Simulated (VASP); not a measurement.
Input:

```
ZrO2
1.0
    3.60244     0.00000     0.00000
    0.00000     3.60244     0.00000
    0.00000     0.00000     5.22256
Zr O
2 4
Direct
  0.00000   0.00000   0.00000
  0.50000   0.50000   0.50000
  0.00000   0.50000   0.30201
  0.00000   0.50000   0.80201
  0.50000   0.00000   0.19799
  0.50000   0.00000   0.69799
```

The numbers are results of r2SCAN meta-GGA, VASP's PBE PAW potentials (set 64) (plane waves; VASP), not measurements. Run with 520 eV cut-off, 7×7×5 Γ-centred mesh, tetrahedra with Blöchl corrections, potentials Zr_sv O.

The cores are frozen, which limits the accuracy of field gradients.

### Question
Give the principal components of the electric field gradient (V/Å²) and the asymmetry η at each nucleus.

### Answer

```json
[
 {"atom": "Zr1", "Vxx": "-28.5", "Vyy": "-28.5", "Vzz": "57.0", "η": "0.00"},
 {"atom": "Zr2", "Vxx": "-28.5", "Vyy": "-28.5", "Vzz": "57.0", "η": "0.00"},
 {"atom": "O3", "Vxx": "-5.5", "Vyy": "-4.4", "Vzz": "9.8", "η": "0.11"},
 {"atom": "O4", "Vxx": "-5.5", "Vyy": "-4.4", "Vzz": "9.8", "η": "0.11"},
 {"atom": "O5", "Vxx": "-5.5", "Vyy": "-4.4", "Vzz": "9.8", "η": "0.11"},
 {"atom": "O6", "Vxx": "-5.5", "Vyy": "-4.4", "Vzz": "9.8", "η": "0.11"}
]
```

The structure comes from a computed database's ZrO2 entry (P4_2/nmc); how it stands against other phases isn't given here. It was relaxed first.
